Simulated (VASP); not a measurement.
Calculation: PBEsol GGA, VASP's PBE PAW potentials (set 64) (plane waves; VASP).

The input files of a VASP run:

### INCAR
```
LMAXMIX=4   # l cut-off of mixed one-centre charges
SIGMA=0.1   # width (eV)
NSW=40   # most ionic steps
PSTRESS=450
SYSTEM=SnSe
ALGO=Normal   # blocked Davidson
NELM=100   # most electronic steps
EDIFF=1E-6   # SCF stop (eV)
PREC=Accurate
LREAL=.False.   # projection in real space or not
LASPH=.True.   # aspherical one-centre terms
GGA=PS   # PBEsol
LCHARG=.False.
ISMEAR=1   # Methfessel-Paxton
LWAVE=.False.
EDIFFG=-0.02   # ionic stop
ENCUT=500   # plane-wave cut-off (eV)
ISIF=3
IBRION=2   # conjugate gradients
```

KPOINTS:
```
Automatic
0
Gamma
  11 11 11
```

File POSCAR:
```
SnSe
1
   -0.0000000000     2.7971806544     2.7971806544
    2.7971806544    -0.0000000000     2.7971806544
    2.7971806544     2.7971806544    -0.0000000000
Sn Se
1 1
Direct
  0.0000000000   0.0000000000   0.0000000000
  0.2500000000   0.2500000000   0.2500000000
```

POTCAR, in this order: Sn_d Se (PBE.64 set). Program: vasp_std.

Problem. What will the output report for the number of irreducible k-points (NKPTS), largest plane-wave count, number of space-group operations, FFT grid (NGX, NGY, NGZ)?

Solution. 
```
Quantity                                      Result
--------------------------------------  ------------
number of irreducible k-points (NKPTS)            56
largest plane-wave count                        1139
number of space-group operations                  24
FFT grid (NGX, NGY, NGZ)                30 × 30 × 30
```

The structure was generated: SnSe was put into the zinc blende type (F-43m), which need not be its known phase. It was relaxed first under an external pressure of 45 GPa.
